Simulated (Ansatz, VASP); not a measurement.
# BaTiO3: VASP beside Ansatz

Wanted: the spread between two codes on one cell, functional and k mesh.

Method: plane waves, with VASP 6.6.1 beside it; relaxation of cell and atoms at PBE with D3(BJ) and relaxation of cell and atoms at r2SCAN with rVV10, in Ansatz 0.2.0.

The database entry behind the starting cell differs from later determinations by our own check (c/a about 0.6 % short), so it need not match the best structure at ambient conditions.

### Step 1. The starting structure

It takes space group P4mm (No. 99, tetragonal). Conventional cell: a = 4.000 Å, b = 4.000 Å, c = 4.018 Å, α = 90.00°, β = 90.00°, γ = 90.00°. Nearest to Ba lie 12 O at 2.79 to 2.88 Å. Nearest to Ti lie 6 O at 1.89 to 2.13 Å. Nearest to O lie 2 Ti at 1.89 to 2.13 Å and 4 Ba at 2.83 Å. O has 2 Ti at 2.00 Å and 4 Ba at 2.79 to 2.88 Å nearest. Farther neighbours and most contacts between anions are not listed.

As a file:

```cif
data_structure
_symmetry_space_group_name_H-M 'P4mm'
_symmetry_Int_Tables_number 99
_cell_length_a 3.9998
_cell_length_b 3.9998
_cell_length_c 4.0180
_cell_angle_alpha 90.000
_cell_angle_beta 90.000
_cell_angle_gamma 90.000
_cell_volume 64.28
loop_
_atom_site_label
_atom_site_type_symbol
_atom_site_symmetry_multiplicity
_atom_site_Wyckoff_symbol
_atom_site_fract_x
_atom_site_fract_y
_atom_site_fract_z
_atom_site_occupancy
Ba1 Ba 1 a 0.00000 0.00000 0.00000 1
Ti1 Ti 1 b 0.50000 0.50000 0.49000 1
O1 O 1 b 0.50000 0.50000 0.01900 1
O2 O 2 c 0.50000 0.00000 0.51700 1
```

### Step 2. Ansatz: relaxation of cell and atoms, PBE with D3(BJ)

Ansatz runs on its default PAW (the set named soft_2) files.

The relaxed volume is the usual yardstick between codes: its relative difference is about their pressure difference at one cell divided by the bulk modulus.

Contents of input.yaml:

```yaml
crystal:
  lattice:
    - [3.9998, 0.0, 0.0]
    - [0.0, 3.9998, 0.0]
    - [0.0, 0.0, 4.018]
  atoms:
    - { symbol: Ba, position: [0.0, 0.0, 0.0] }
    - { symbol: Ti, position: [0.5, 0.5, 0.49] }
    - { symbol: O, position: [0.5, 0.5, 0.019] }
    - { symbol: O, position: [0.5, 0.0, 0.517] }
    - { symbol: O, position: [0.0, 0.5, 0.517] }
hamiltonian:
  xc: pbe
  pseudopotentials: { kind: paw }
  dispersion: d3bj
kpoints:
  mp_grid: { grid: [6, 6, 6] }
scf:
  occupations: { method: fermi_dirac, width: 0.05 }
relax:
  f_tol: 0.01
  max_steps: 60
  cell: { stress_tol: 0.05 }
output:
  forces: true
  stress: true
```

The run is started by

```console
$ ansatz run input.yaml --threads 4 --pin off --max-ram 9216MiB --backend cpu --events-out ev --progress --plain --runs-dir out
```

Numbers of over 12 decimals in the logs are rounded to 6 here.

The log of the run:

```text
Engine: ansatz 0.2.0, aarch64-unknown-linux-gnu
Pseudopotentials: kind: paw
Pseudopotential: Ba, paw, valence charge 10, recommended cutoff 420 eV (normal), Ba.paw.azcp
Pseudopotential: Ti, paw, valence charge 12, recommended cutoff 420 eV (normal), Ti.paw.azcp
Pseudopotential: O, paw, valence charge 6, recommended cutoff 420 eV (normal), O.paw.azcp
Functional definition: PBE
  parameter kappa = 0.804
  parameter beta = 0.066725
  exchange = pbe_x(kappa = kappa, mu = beta*pi^2/3)
  correlation = pbe_c(beta = beta)
Crystal: 5 atoms, lattice volume = 64.282 Å³
Basis set: ecut = 420 eV, 1237 PW (Γ), exchange–correlation on 54×54×54 points (8 copies of the dense FFT grid, shifted against one another)
Bands: 25, of which v1, the nominal top of the filled ones, is band 20 counted from 1 (19 counted from 0)
Symmetry: 8 space group operations
Space group: P4mm (ITA 99), of the structure as read, at distance tolerance 4.0e-5 Å
k-points: 40 of 216 (time reversal used)
Non-local potential: Ba, projectors of the file, l = 0: 3, l = 1: 2, l = 2: 2, l = 3: 2
Non-local potential: Ti, projectors of the file, l = 0: 3, l = 1: 2, l = 2: 3, l = 3: 1
Non-local potential: O, projectors of the file, l = 0: 2, l = 1: 2, l = 2: 1
PAW form: soft (Blöchl's): semilocal exchange-correlation on the pseudo side does not see the compensation charge
PAW one-centre angular grid: Ba, 194 points (default); XC on 64 Gauss nodes
PAW one-centre angular grid: Ti, 590 points (default); XC on 64 Gauss nodes
PAW one-centre angular grid: O, 110 points (default); XC on 64 Gauss nodes
Initial density: superposition of atomic densities (neutral atoms: chi_scale 0, normalization atom), corrected by the library's trained network
Initial wavefunctions: pseudopotential atomic-orbital guess
Functional: x = pbe(κ = 0.804, μ = 0.219515), c = pbe(β = 0.066725)
SCF iter   1: F=—  HF=-10160.899593 eV  |F-HF|=—  |Δ(HF+E_count)|=         —  Δρ=1.59e-3  dr2=9.92e-4  ethr=1.77e-3  ⟨swp⟩=6.1  Hψ=4984  notcnv=0
preconditioner: auto → Resta (q_TF=auto, 2.521 Å⁻¹)  ε∞=5.9  [insulator: Δε(μ)=1.818 eV  Ē_g=11.890 eV  σ=0.050 eV  W_gap=1.00  n_scr=18 (ndim 8)  ℏωp=26.2 eV  f_vac=0.000  D(μ)=0.00/eV (n_scr^D=0)  ε∞_Penn≈5.9]
SCF iter   2: F=—  HF=-10160.899893 eV  |F-HF|=—  |Δ(HF+E_count)|=   3.00e-4  Δρ=7.78e-4  dr2=2.53e-4  ethr=2.48e-6  ⟨swp⟩=2.1  Hψ=1993  notcnv=0  defer=1
SCF iter   3: F=—  HF=-10160.900034 eV  |F-HF|=—  |Δ(HF+E_count)|=   1.41e-4  Δρ=1.09e-4  dr2=1.36e-5  ethr=6.33e-7  ⟨swp⟩=2.7  Hψ=1526  notcnv=0  defer=1
SCF iter   4: F=—  HF=-10160.899306 eV  |F-HF|=—  |Δ(HF+E_count)|=   7.28e-4  Δρ=5.31e-5  dr2=1.99e-6  ethr=3.40e-8  ⟨swp⟩=2.0  Hψ=1729  notcnv=0  defer=1
SCF iter   5: F=—  HF=-10160.899306 eV  |F-HF|=—  |Δ(HF+E_count)|=   4.53e-8  Δρ=1.78e-5  dr2=1.34e-7  ethr=4.97e-9  ⟨swp⟩=2.5  Hψ=1748  notcnv=0  defer=1
SCF iter   6: F=-10160.899306 eV  HF=-10160.899306 eV  |F-HF|=1.28e-9  |Δ(HF+E_count)|=   2.01e-9  Δρ=4.05e-6  dr2=6.44e-9  ethr=2.50e-10  ⟨swp⟩=4.9  Hψ=3614  notcnv=0
SCF 1 converged in 6 iterations: F = -10160.899306 eV  dr2 = 6.44e-9
  greatest PAW one-centre occupation: 0.999 electrons in one spin orbital (limit 2), on the Ti atom at site 1 (counted from 0), in its partial waves of l = 0
relax step   1: F+E_penalty+E_count = -10160.89930598 eV  Δ(F+E_penalty+E_count) = +0.000e0 eV  max|allowed force component| = 3.124e-1 eV/Å  Δτ_max = 0.0000 Å  P = -0.948 GPa  Ω = 64.282 Å³  (6 SCF iters, dr2 threshold 1.00e-7 eV, accepted)
[... from here on, the SCF cycles and remarks between the steps are left out ...]
relax step   2: F+E_penalty+E_count = -10160.90444583 eV  Δ(F+E_penalty+E_count) = -5.140e-3 eV  max|allowed force component| = 1.489e-1 eV/Å  Δτ_max = 0.0138 Å  P = -0.088 GPa  Ω = 64.009 Å³  energy of the carried Pulay correction = +9.289e-4 eV  (6 SCF iters, dr2 threshold 5.00e-7 eV, accepted)
relax step   3: F+E_penalty+E_count = -10160.90552683 eV  Δ(F+E_penalty+E_count) = -1.081e-3 eV  max|allowed force component| = 2.146e-1 eV/Å  Δτ_max = 0.0101 Å  P = +0.031 GPa  Ω = 64.014 Å³  energy of the carried Pulay correction = +9.108e-4 eV  (6 SCF iters, dr2 threshold 5.00e-7 eV, accepted)
relax step   4: F+E_penalty+E_count = -10160.90742773 eV  Δ(F+E_penalty+E_count) = -1.901e-3 eV  max|allowed force component| = 2.178e-1 eV/Å  Δτ_max = 0.0066 Å  P = +0.143 GPa  Ω = 64.051 Å³  energy of the carried Pulay correction = +7.839e-4 eV  (6 SCF iters, dr2 threshold 5.00e-7 eV, accepted)
relax step   5: F+E_penalty+E_count = -10160.90981297 eV  Δ(F+E_penalty+E_count) = -2.385e-3 eV  max|allowed force component| = 1.623e-1 eV/Å  Δτ_max = 0.0484 Å  P = +0.686 GPa  Ω = 64.561 Å³  energy of the carried Pulay correction = -9.459e-4 eV  (6 SCF iters, dr2 threshold 5.00e-7 eV, accepted)
relax step   6: F+E_penalty+E_count = -10160.91179363 eV  Δ(F+E_penalty+E_count) = -1.981e-3 eV  max|allowed force component| = 6.282e-3 eV/Å  Δτ_max = 0.0137 Å  P = +0.067 GPa  Ω = 64.543 Å³  energy of the carried Pulay correction = -8.875e-4 eV  (6 SCF iters, dr2 threshold 5.00e-7 eV, accepted)
relax step   7: F+E_penalty+E_count = -10160.91184011 eV  Δ(F+E_penalty+E_count) = -4.648e-5 eV  max|allowed force component| = 6.504e-3 eV/Å  Δτ_max = 0.0008 Å  P = +0.069 GPa  Ω = 64.531 Å³  energy of the carried Pulay correction = -8.454e-4 eV  (6 SCF iters, dr2 threshold 1.82e-8 eV, accepted)
relax step   8: F+E_penalty+E_count = -10160.91169259 eV  Δ(F+E_penalty+E_count) = +1.475e-4 eV  max|allowed force component| = 8.898e-4 eV/Å  Δτ_max = 0.0002 Å  P = -0.041 GPa  Ω = 64.576 Å³  energy of the carried Pulay correction = -9.967e-4 eV  (6 SCF iters, dr2 threshold 1.99e-8 eV, accepted)
relax step   9: F+E_penalty+E_count = -10160.91327815 eV  Δ(F+E_penalty+E_count) = -1.586e-3 eV  max|allowed force component| = 7.091e-4 eV/Å  Δτ_max = 0.0000 Å  P = +0.001 GPa  Ω = 64.576 Å³  stress off target by 1.41e-1 GPa  SCF on the basis re-selected at this cell (its energy is not comparable with the rows above)  (6 SCF iters)
relax step  10: F+E_penalty+E_count = -10160.91320124 eV  Δ(F+E_penalty+E_count) = +7.691e-5 eV  max|allowed force component| = 2.056e-3 eV/Å  Δτ_max = 0.0022 Å  P = -0.002 GPa  Ω = 64.617 Å³  energy of the carried Pulay correction = -1.405e-4 eV  (6 SCF iters, dr2 threshold 4.95e-8 eV, accepted)
relax step  11: F+E_penalty+E_count = -10160.91337561 eV  Δ(F+E_penalty+E_count) = -1.744e-4 eV  max|allowed force component| = 2.072e-3 eV/Å  Δτ_max = 0.0000 Å  P = -0.001 GPa  Ω = 64.617 Å³  stress off target by 1.47e-2 GPa  SCF on the basis re-selected at this cell (its energy is not comparable with the rows above)  (6 SCF iters)
basis re-selected at this cell: Δ(F+E_penalty+E_count) = -1.744e-4 eV, ΔP = +0.001 GPa vs the last step (what re-selecting the basis moved, of the pressure what is left beyond the Pulay correction that the steps carried, after the strain that the cell walked since its last selection, with what the two solves' SCF thresholds leave and, on support functions, any second-order correction that the steps lacked; it is no m [...]
SCF converged after 6 iterations
Free energy (F): -10160.913376 eV
Harris-Foulkes:  -10160.913376 eV  (|F-HF|=9.09e-12)
Internal energy: -10160.913376 eV  (E = F + TS)
E sigma→0 (E₀):  -10160.913376 eV
Fermi energy:    11.278086 eV
--- Per-component energies (eV) ---
  E_band       = -143.718398
  E_kinetic    = 970.884005
  E_local      = -2122.912346  (includes V_loc(G=0)·N_el)
  E_nonlocal   = 203.784129
  E_hartree    = 830.099871
  E_xc         = -491.616402
  E_vxc        = -546.327051  (∫ρ·V_xc dr)
  E_paw        = -6744.808741  (= ΣΔE_a)
  E_vpaw       = -309.354277  (= ΣTr[D̂ρ^β])
  E_aug_tail   = 0.007436  (compensation charges beyond the density's cutoff)
  E_ewald      = -2805.036282
  E_disp       = -1.315045  (pairwise vdW)
  E_smearing   = -0.000000  (= −TS)
  E_closure    = -0.000000  (closes the sum)
  Σ components = -10160.913376   (vs F -10160.913376, Δ=0.00e0)
--- Forces (eV/Å), atoms counted from 1 ---
  atom   1  Ba     0.00000000     0.00000000     0.00005426
  atom   2  Ti     0.00000000     0.00000000    -0.00207190
  atom   3  O     -0.00000000     0.00000000    -0.00043579
  atom   4  O      0.00000000    -0.00000000     0.00122781
  atom   5  O     -0.00000000    -0.00000000     0.00122781
  max |Σ_I F_I| component: 2.19e-6 eV/Å
--- Stress (GPa, compression-positive) ---
       -0.008788      -0.000000      -0.000000
       -0.000000      -0.008788       0.000000
       -0.000000       0.000000       0.014680
  P = ⅓ Tr σ = -0.0010 GPa (-0.010 kbar)
--- Relaxed structure (9 steps of the walk, 9 accepted, 2 SCFs on fresh bases) ---
  F+E_penalty+E_count = -10160.91337561 eV   max|allowed force component| = 2.072e-3 eV/Å   (the final SCF, on the basis selected at the relaxed cell)
  cell:  # Å, volume = 64.6166 Å³
    - [3.973587, 0, 1.2207554756564868e-17]
    - [0, 3.973587, 0]
    - [1.2263101908064819e-17, 0, 4.092403]
  atoms:
    - { symbol: Ba, position: [-7.462520429748061e-19, 0, -0.00382354] }
    - { symbol: Ti, position: [0.5, 0.5, 0.479368] }
    - { symbol: O, position: [0.5, 0.5, 0.031333] }
    - { symbol: O, position: [0.5, 0, 0.518061] }
    - { symbol: O, position: [2.0712042323755409e-19, 0.5, 0.518061] }
```

Run time: 20 s. Hardware: 4 threads of Arm Neoverse V1, shared host; peak memory 0.46 GiB; 74 s of CPU time.

(Part 1 of 2 ends here.)

[Lines on the potential files, build, host, timing and source positions are cut from VASP's logs without a mark.]

[Logs are printed without paths, hosts, clocks, repeated set-up lines and the standing remarks that a program may print on its own settings, such as how far it seeks lower states.]

[Hosts, paths, dates, database ids (printed as entryN), source tags and the programs' standing remarks are cut or masked in the printed files.]
